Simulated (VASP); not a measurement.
A convergence study with VASP on HfN (rock salt): a few settings are varied, all else stays as given below, so the limit is that of these other settings. The cell's lengths are 1 % over those of the tabulated start and one atom is moved, so it is off equilibrium.

```
HfN
1.0
    0.00000     2.28260     2.28260
    2.28260     0.00000     2.28260
    2.28260     2.28260     0.00000
Hf N
1 1
Direct
  0.00000   0.00000   0.00000
  0.48673   0.51327   0.51327
```

Level of theory: PBEsol GGA, VASP's PBE PAW potentials (set 64) (plane waves; VASP). The last row used: 700 eV cut-off, 11×11×11 Γ-centred mesh, first-order Methfessel-Paxton smearing of 0.10 eV, potentials Hf_pv N.

| setting | E (eV/atom) | pressure (GPa) | largest force (eV/Å) | electronic steps |
|---|---|---|---|---|
| ALGO = Normal, EDIFF = 1E-2 | -11.4635 | -12.61 | 0.609 | 10 |
| ALGO = Normal, EDIFF = 1E-3 | -11.4635 | -12.60 | 0.609 | 10 |
| ALGO = Normal, EDIFF = 1E-4 | -11.4635 | -12.75 | 0.607 | 11 |
| ALGO = Normal, EDIFF = 1E-5 | -11.4635 | -12.66 | 0.608 | 12 |
| ALGO = Normal, EDIFF = 1E-6 | -11.4635 | -12.65 | 0.608 | 13 |
| ALGO = Normal, EDIFF = 1E-8 | -11.4635 | -12.65 | 0.608 | 15 |
| ALGO = Normal, EDIFF = 1E-9 | -11.4635 | -12.65 | 0.608 | 19 |
| ALGO = Fast, EDIFF = 1E-2 | -11.4633 | -12.66 | 0.619 | 10 |
| ALGO = Fast, EDIFF = 1E-3 | -11.4635 | -12.74 | 0.611 | 11 |
| ALGO = Fast, EDIFF = 1E-4 | -11.4635 | -12.49 | 0.609 | 12 |
| ALGO = Fast, EDIFF = 1E-5 | -11.4635 | -12.65 | 0.608 | 14 |
| ALGO = Fast, EDIFF = 1E-6 | -11.4635 | -12.62 | 0.608 | 17 |
| ALGO = Fast, EDIFF = 1E-7 | -11.4635 | -12.63 | 0.608 | 18 |
| ALGO = Fast, EDIFF = 1E-8 | -11.4635 | -12.64 | 0.608 | 21 |
| ALGO = Fast, EDIFF = 1E-9 | -11.4635 | -12.65 | 0.608 | 27 |
| ALGO = All, EDIFF = 1E-2 | -11.4626 | -12.78 | 0.615 | 11 |
| ALGO = All, EDIFF = 1E-3 | -11.4635 | -12.73 | 0.610 | 13 |
| ALGO = All, EDIFF = 1E-4 | -11.4635 | -12.65 | 0.608 | 14 |
| ALGO = All, EDIFF = 1E-5 | -11.4635 | -12.64 | 0.608 | 16 |
| ALGO = All, EDIFF = 1E-6 | -11.4635 | -12.64 | 0.608 | 18 |
| ALGO = All, EDIFF = 1E-7 | -11.4635 | -12.65 | 0.608 | 21 |
| ALGO = All, EDIFF = 1E-8 | -11.4635 | -12.65 | 0.608 | 23 |
| ALGO = All, EDIFF = 1E-9 | -11.4635 | -12.65 | 0.608 | 30 |

Left out are rungs that failed or repeat a setting and relaxations that didn't move; long series are thinned to 24 rows.

The compound is HfN in the rock salt structure. The cell was not relaxed at this level, it is distorted from the ideal structure. The electron count is odd and the run is not spin-polarised, which forces a metal.
